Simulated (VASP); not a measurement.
OZnH2, in a box:

```
O Zn H
1.0
    10.00000    0.00000    0.00000
     0.00000   13.00000    0.00000
     0.00000    0.00000   11.00000
O Zn H
1 1 2
Direct
  0.53572 0.41410 0.56627
  0.50468 0.53484 0.49653
  0.46688 0.36302 0.56196
  0.48787 0.64022 0.43991
```

Base run:

- Program: VASP 6.6.1
- Functional: PBE
- Potentials or basis: VASP PAW PBE potentials, release 64 (O, Zn, H)
- Cutoff: 520 eV
- k mesh: 1 × 1 × 1
- Occupations: gaussian, width 0.01 eV
- Spin: no spin polarisation

Its results: gap between the frontier levels 5.35 eV; largest force 0.661 eV/Å.

Task: The run is repeated on the same cell with these changes: functional from PBE to PBE0. What comes out?

Result: Gap between the frontier levels 7.64 eV; largest force 0.266 eV/Å.

PBE0 gives the wider gap, since exact exchange removes part of the self-interaction.

Caveats: the PAW data sets were made with another functional, which shifts forces and pressure a little (some runs).

